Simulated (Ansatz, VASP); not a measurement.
# Na2Pd: VASP beside Ansatz

Contents of INCAR:

```
SYSTEM = Na2Pd
PREC = Accurate
ENCUT = 520
EDIFF = 1E-6
ISMEAR = 0
SIGMA = 0.1
LREAL = .False.
LASPH = .True.
NELM = 150
ALGO = Normal
ISIF = 2
LWAVE = .False.
LCHARG = .False.
ISPIN = 2
MAGMOM = 0 0 1
LORBIT = 11
LMAXMIX = 4
GGA = PE
NBANDS = 23
```

File KPOINTS:

```
Automatic mesh
0
Gamma
  6 6 2
  0 0 0
```

POSCAR

```
Na2Pd
1.0
    3.1308390000      0.0000000000      0.0000000000
   -1.5654195000      2.7113861000      0.0000000000
    0.0000000000      0.0000000000      7.9654484000
Na Pd
2 1
Direct
    0.3333333000      0.6666667000      0.2863860000
    0.6666667000      0.3333333000      0.7136140000
    0.0000000000      0.0000000000      0.0000000000
```

Input for Ansatz:

```yaml
crystal:
  lattice:
    - [3.130839, 0.0, 0.0]
    - [-1.5654195, 2.7113861, 0.0]
    - [0.0, 0.0, 7.9654484]
  atoms:
    - { symbol: Na, position: [0.3333333, 0.6666667, 0.286386] }
    - { symbol: Na, position: [0.6666667, 0.3333333, 0.713614] }
    - { symbol: Pd, position: [0.0, 0.0, 0.0], spin: 1.0 }
basis:
  ecutwfc: 420
kpoints:
  mp_grid: { grid: [6, 6, 2] }
hamiltonian:
  xc: pbe
scf:
  occupations: { method: gaussian, width: 0.1 }
  lower_state_search: "off"
output:
  forces: true
  stress: true
  eigenvalues: true
  populations: true
magnetization:
  spin_polarized: true
```

Change from the starting cell: relaxed end of: species swapped into the Ta2C type (P-3m1, No. 164).

Alike in both runs: task single point; functional PBE; k mesh 6 × 6 × 2; occupations gaussian, width 0.1 eV; collinear spin.

```csv
,VASP,Ansatz
version,VASP 6.6.1,Ansatz 0.2.0
potentials or method,"VASP PAW PBE potentials, release 64 (Na_pv, Pd)","scalar-relativistic, plane waves, PAW"
plane-wave cutoff (eV),520,420
valence electrons in the cell,24,36
```

```tsv
	VASP	Ansatz	Ansatz less VASP
gap on the k mesh at the Fermi level (eV)	none	none	-
pressure (GPa)	0.0	0.0	-0.03
largest component of the traceless stress (GPa)	0.21	0.19	-0.021
rms of the force components (eV/Å)	0.026	0.028	+0.0026
net moment per atom (μB)	0.00	0.00	0.000
```

Atom by atom the forces differ by 0.003 eV/Å (rms over components). A gap of «none» marks a metal or a gap that the smearing closes. The two sets of potentials don't hold the same shells in valence. Ansatz warned: «seeded_moment_not_kept».

Caveats: the k mesh is coarse (spacing up to 0.39 Å⁻¹), so the values aren't converged.
